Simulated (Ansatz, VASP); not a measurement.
## BaLiF3 in VASP and in Ansatz

```
Ba Li F
1.0
     3.88887    0.00000    0.00000
     0.00000    3.88887    0.00000
     0.00000    0.00000    3.98858
Ba Li F
1 1 3
Direct
  0.00000 0.00000 0.00000
  0.50000 0.50000 0.50000
  0.00000 0.50000 0.50000
  0.50000 0.50000 0.00000
  0.50000 0.00000 0.50000
```

Change from the starting cell: strain -0.0250 x Voigt [1, 1, 0, 0, 0, 0], atoms carried along.

Alike in both runs: task single point; functional LDA; k mesh 6 × 6 × 6; occupations gaussian, width 0.05 eV; no spin polarisation.

|  | VASP | Ansatz |
| --- | --- | --- |
| version | VASP 6.6.1 | Ansatz 0.2.0 |
| potentials or method | VASP PAW LDA potentials, release 64 (Ba_sv, Li_sv, F) | scalar-relativistic, plane waves, PAW |
| plane-wave cutoff (eV) | 520 | 420 |
| valence electrons in the cell | 34 | 34 |

VASP gave:

- gap on the k mesh at the Fermi level (eV): 6.40
- least direct gap on the mesh (eV): 6.40

Problem. Estimate Ansatz's values.

Solution. gap on the k mesh at the Fermi level (eV): 6.50; least direct gap on the mesh (eV): 6.50.

Caveats: spin-orbit coupling is left out, which moves the levels of the heavy elements. A k mesh can miss the band edges.
